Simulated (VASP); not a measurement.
Computed with PBE GGA with D4 dispersion, VASP's PBE PAW potentials (set 64) (plane waves; VASP).

The input files of a VASP run:

File KPOINTS:
```
kpoints
0
G
12 12 7
0 0 0
```

POSCAR:
```
Y
1
    1.8469322210    -3.1989807201     0.0000000000
    1.8469322210     3.1989807201     0.0000000000
    0.0000000000     0.0000000000     5.6973190854
Y
2
Direct
  0.3333330000   0.6666670000   0.2500000000
  0.6666670000   0.3333330000   0.7500000000
```

**INCAR**
```
! general
SYSTEM  = Y
PREC    = Accurate
ENCUT   = 520
LREAL   = .FALSE.
LASPH   = .TRUE.

! electronic loop
EDIFF   = 1E-7
NELM    = 100
ALGO    = Normal
LMAXMIX = 4

! smearing
ISMEAR  = 1
SIGMA   = 0.1

! functional
GGA     = PE
IVDW    = 13

! ions
IBRION  = 2
NSW     = 30
ISIF    = 4
EDIFFG  = -0.01

! output
LWAVE   = .FALSE.
LCHARG  = .FALSE.
```

POTCAR, in this order: Y_sv (PBE.64 set). Program: vasp_std.

Predict the energy per atom (σ→0), dispersion energy, band gap (on the k-mesh).

energy per atom (σ→0): -6.663 eV/atom
dispersion energy: -0.469 eV
band gap (on the k-mesh): none (metal, semimetal or under 0.01 eV)

OSZICAR:
```
...
       N       E                     dE             d eps       ncg     rms          rms(c)
DAV:   1    -0.128583940405E+02   -0.57229E-03   -0.30332E-02  2280   0.141E+00    0.130E-01
DAV:   2    -0.128580464409E+02    0.34760E-03   -0.87185E-04  2462   0.211E-01    0.681E-02
DAV:   3    -0.128578975879E+02    0.14885E-03   -0.38952E-04  2952   0.148E-01    0.455E-02
DAV:   4    -0.128578992519E+02   -0.16640E-05   -0.12066E-05  2812   0.258E-02    0.153E-02
DAV:   5    -0.128578968541E+02    0.23978E-05   -0.64008E-06  3064   0.193E-02    0.230E-03
DAV:   6    -0.128578969035E+02   -0.49458E-07   -0.21417E-07  2187   0.342E-03
   3 F= -.13327128E+02 E0= -.13326329E+02  d E =-.361853E-03
```

The compound is Y in the hcp structure. This cell is one point of a volume scan, at 1.06 of the reference volume. Symmetry was kept, so distortions that lower it aren't found.
